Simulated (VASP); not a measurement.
ZnH12Cl2O6: single point with PBE

ZnH12Cl2O6:

```
CELL_PARAMETERS angstrom
6.26583 0.00000 0.00000
0.00000 6.26583 0.00000
0.00000 0.00000 6.26583
ATOMIC_POSITIONS crystal
O 0.02226 0.72820 0.42077
O 0.38418 0.56558 0.24565
O 0.75016 0.36704 0.98702
O 0.05803 0.28764 0.59483
O 0.31517 0.65437 0.80933
O 0.64464 0.85315 0.96522
H 0.91023 0.62225 0.45625
H 0.16317 0.68534 0.37826
H 0.51586 0.65565 0.18164
H 0.29860 0.57952 0.08701
H 0.80380 0.50692 0.98244
H 0.74798 0.27652 0.11355
H 0.06125 0.13251 0.59475
H 0.96792 0.30904 0.72291
H 0.18671 0.58843 0.73934
H 0.41892 0.53217 0.77011
H 0.72857 0.97497 0.88193
H 0.49336 0.85296 0.94192
Zn 0.33952 0.23765 0.34072
Cl 0.60330 0.25092 0.56548
Cl 0.15838 0.13859 0.08264
```

The cell was built by a generator and needn't be a form met in nature.

```
Program             : VASP 6.6.1
Task                : single point
Functional          : PBE
Potentials or basis : VASP PAW PBE potentials, release 64 (O, H, Zn, Cl)
Cutoff              : 520 eV
k mesh              : 1 × 1 × 1
Occupations         : fermi-dirac, width 0.05 eV
Spin                : no spin polarisation
```

The pressure is -0.1 GPa, the largest force is 5.050 eV/Å and the band gap on the k mesh is 3.77 eV, direct.

Forces on the atoms (eV/Å):
```
O   -2.265  1.199  0.920
O    0.425  2.260 -4.496
O   -1.034 -2.083 -1.279
O   -0.001  0.008  0.874
O   -0.178 -2.748 -0.684
O    3.053  1.621 -0.534
H    1.508  0.162 -0.556
H    0.467 -1.166 -0.241
H   -1.632 -1.666  1.705
H    1.326 -0.361  2.491
H    0.587  1.388  1.255
H    0.776  1.184  0.109
H   -0.083 -0.447 -0.166
H    0.298  0.295 -0.290
H    0.570  0.988  0.373
H   -0.620  1.410  0.496
H   -2.385 -2.312  1.542
H   -0.633  0.792 -1.064
Zn   1.085  0.658  0.573
Cl  -1.152 -0.389 -0.608
Cl  -0.111 -0.793 -0.421
```

Stress tensor (GPa, compression positive):
```
 1.59 -2.17  2.77
-2.17 -1.19  2.18
 2.77  2.18 -0.71
```

Levels at points of the mesh, in eV from the valence-band top:
| k point | band 34 | band 35 | band 36 | band 37 | band 38 | band 39 | band 40 | band 41 |
| --- | --- | --- | --- | --- | --- | --- | --- | --- |
| (0.00, 0.00, 0.00) | -0.44 | -0.21 | -0.07 | 0.00 | 3.77 | 5.97 | 6.63 | 7.05 |

Wall time 22 s on 1 thread of Intel(R) Xeon(R) Platinum 8559C (Emerald Rapids) (shared host), peak memory 0.3 GiB.

Expect the measured gap to be larger: semilocal functionals such as PBE lack the derivative discontinuity.
